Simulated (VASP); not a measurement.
Energy against volume of SiC (zinc blende). Calculation: r2SCAN meta-GGA, VASP's PBE PAW potentials (set 64) (plane waves; VASP 6.6.1). Numerical set-up: 520 eV cut-off, 10×10×10 Γ-centred mesh, Gaussian smearing of 0.050 eV, potentials Si C.

| V (Å³/atom) | E (eV/atom) |
|---|---|
| 10.016 | -9.65646 |
| 10.326 | -9.66348 |
| 10.636 | -9.65731 |
| 10.945 | -9.63974 |

Q: Fit these four points and predict the energy of the run at 9.706 Å³/atom.

A: A cubic in V^(−2/3), the third-order Birch-Murnaghan form, passes through the four points with V0 = 10.33 Å³/atom and B0 = 226 GPa, and gives -9.6343 eV/atom there. The run gave -9.6342 eV/atom, +0.1 meV/atom from the fit; all five points give B0 = 227 GPa.

The compound is SiC in the zinc blende structure. It was relaxed first.
